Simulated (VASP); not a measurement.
The system is Si3C.

```
C Si
1.0
     0.00000   -2.48723   -2.48723
    -2.48723    0.00000   -2.48723
     2.48723    2.48723   -4.97446
C Si
1 3
Cartesian
  -1.2436 -1.2436 -6.2181
  1.2436 1.2436 -6.2181
  0.0000 0.0000 -7.4617
  0.0000 0.0000 -2.4872
```

The cell comes from a database or a generator and needn't be the stable form of this composition.

| Property | Result |
| --- | --- |
| Program | VASP 6.6.1 |
| Task | relaxation of cell and atoms |
| Functional | PBEsol |
| Potentials or basis | VASP PAW PBE potentials, release 64 (C, Si) |
| Cutoff | 600 eV |
| k mesh | 3 × 3 × 3 |
| Occupations | gaussian, width 0.02 eV |
| Spin | no spin polarisation |

At the start: pressure 4.0 GPa; volume 15.39 Å³/atom.

Q: How do energy, volume and symmetry change on relaxing?

A: Over 26 steps the energy falls by 315.3 meV/atom and the volume is 14.36 Å³/atom (-6.6 %); space group R3m (No. 160, to 0.05 Å).

The path:
| step | energy change (eV) | largest force (eV/Å) | pressure (GPa) | volume (Å³) |
| --- | --- | --- | --- | --- |
| 1 | 0.0000 | 4.7252 | 3.96 | 61.55 |
| 2 | -0.8688 | 0.8845 | -6.80 | 64.99 |
| 3 | -0.8762 | 1.0650 | -6.48 | 64.70 |
| 4 | -0.9459 | 1.4749 | 3.21 | 59.47 |
| 5 | -0.9951 | 0.4393 | -0.91 | 61.37 |
| 6 | -1.0472 | 0.6526 | 0.30 | 60.06 |
| 7 | -1.1106 | 1.9027 | 0.07 | 58.62 |
| 8 | -1.0985 | 2.5712 | 5.70 | 55.69 |
| 9 | -1.1454 | 2.2358 | 2.30 | 57.31 |
| 10 | -1.1626 | 2.1275 | 2.50 | 57.09 |
| 11 | -1.1905 | 1.7536 | 3.16 | 56.43 |
| 12 | -1.1913 | 1.6577 | 3.32 | 56.28 |
| 13 | -1.2111 | 1.4104 | 2.67 | 56.49 |
| 14 | -1.2491 | 0.6578 | 0.90 | 57.11 |
| 15 | -1.2299 | 0.9135 | -1.88 | 58.36 |
| 16 | -1.2567 | 0.3656 | -0.18 | 57.54 |
| 17 | -1.2582 | 0.2962 | -0.18 | 57.54 |
| 18 | -1.2610 | 0.0949 | -0.16 | 57.53 |
| 19 | -1.2613 | 0.0050 | -0.15 | 57.52 |
| 20 | -1.2613 | 0.0039 | -0.15 | 57.52 |
| 21 | -1.2613 | 0.0062 | -0.07 | 57.49 |
| 22 | -1.2613 | 0.0077 | -0.01 | 57.47 |
| 23 | -1.2613 | 0.0081 | 0.00 | 57.46 |
| 24 | -1.2613 | 0.0082 | 0.01 | 57.46 |
| 25 | -1.2613 | 0.0055 | 0.01 | 57.46 |
| 26 | -1.2613 | 0.0004 | 0.00 | 57.46 |

Final structure:
```
C Si
1.0
     0.00000   -2.36045   -2.36045
    -2.36045    0.00000   -2.36045
     2.65051    2.65051   -5.01096
C Si
1 3
Direct
  0.87477 0.87477 0.37568
  0.36869 0.36869 0.89393
  0.76901 0.76901 0.69296
  0.23753 0.23753 0.28742
```

Caveat: the k mesh is coarse (spacing up to 0.70 Å⁻¹), so the values aren't converged; the PAW data sets were made with another functional, which shifts forces and pressure a little.
